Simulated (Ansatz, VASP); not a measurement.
## Two plane-wave programs on YMgC4N4

```
Y Mg C N
1.0
     6.48666    0.00000    0.00000
     0.00000    6.48666    0.00000
     0.00000    0.00000    6.48666
Y Mg C N
1 1 4 4
Direct
  0.50000 0.50000 0.50000
  0.00000 0.00000 0.00000
  0.19337 0.19337 0.19337
  0.19337 0.80663 0.80663
  0.80663 0.19337 0.80663
  0.80663 0.80663 0.19337
  0.29820 0.29820 0.29820
  0.29820 0.70180 0.70180
  0.70180 0.29820 0.70180
  0.70180 0.70180 0.29820
```

Alike in both runs: functional PBE; k mesh 4 × 4 × 4; occupations gaussian, width 0.1 eV; no spin polarisation.

Ansatz relaxed the structure, and its values are those at the end. VASP's run is a single point on that final structure, the one shown.

|  | VASP | Ansatz |
| --- | --- | --- |
| version | VASP 6.6.1 | Ansatz 0.2.0 |
| potentials or method | VASP PAW PBE potentials, release 64 (Y_sv, Mg, C, N) | scalar-relativistic, plane waves, PAW |
| plane-wave cutoff (eV) | 520 | 420 |
| valence electrons in the cell | 49 | 57 |

VASP gave:

```
gap on the k mesh at the Fermi level (eV) : none
pressure (GPa)                            : 0.3
rms of the force components (eV/Å)        : 0.188
```

**Question.** What did Ansatz give for the same quantities?

**Answer.** gap on the k mesh at the Fermi level (eV): none; pressure (GPa): 0.1; rms of the force components (eV/Å): 0.001.

A gap of «none» marks a metal or a gap that the smearing closes. One of these differences is far larger than is usual between the two programs; its cause wasn't traced. The two sets of potentials don't hold the same shells in valence.

Caveats: the standard files for N, O and F lose accuracy on very short bonds.
